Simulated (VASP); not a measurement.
Given:

```xyz
2
Lattice="3.2698 0.0000 0.0000 0.0000 3.2698 0.0000 0.0000 0.0000 3.2698" Properties=species:S:1:pos:R:3 pbc="T T T"
In     1.6349     1.6349     1.6349
Pd     0.0000     0.0000     0.0000
```

Method: PBE GGA with D4 dispersion, VASP's PBE PAW potentials (set 64) (plane waves; VASP 6.6.1). Settings: 520 eV cut-off, Gaussian smearing of 0.050 eV, potentials In_d Pd.

### Question
Give the energies of bands 6 to 14 at the high-symmetry points, in eV from the Fermi level.

### Answer

```tsv
band	Γ	X	M	R
6	-10.13	-6.63	-6.21	-4.93
7	-3.88	-6.07	-3.56	-4.93
8	-3.88	-3.86	-2.74	-4.93
9	-2.33	-3.32	-2.74	-1.72
10	-2.33	-3.32	-2.38	-1.72
11	-2.33	-2.41	-2.38	-0.12
12	4.17	-1.17	-1.76	3.74
13	4.17	9.52	1.41	3.74
14	4.17	9.52	2.42	3.74
```

It has no gap at this level: it comes out as a metal or semimetal.

The compound is PdIn in the CsCl type structure. It was relaxed first. The electron count is odd and the run is not spin-polarised, which forces a metal.
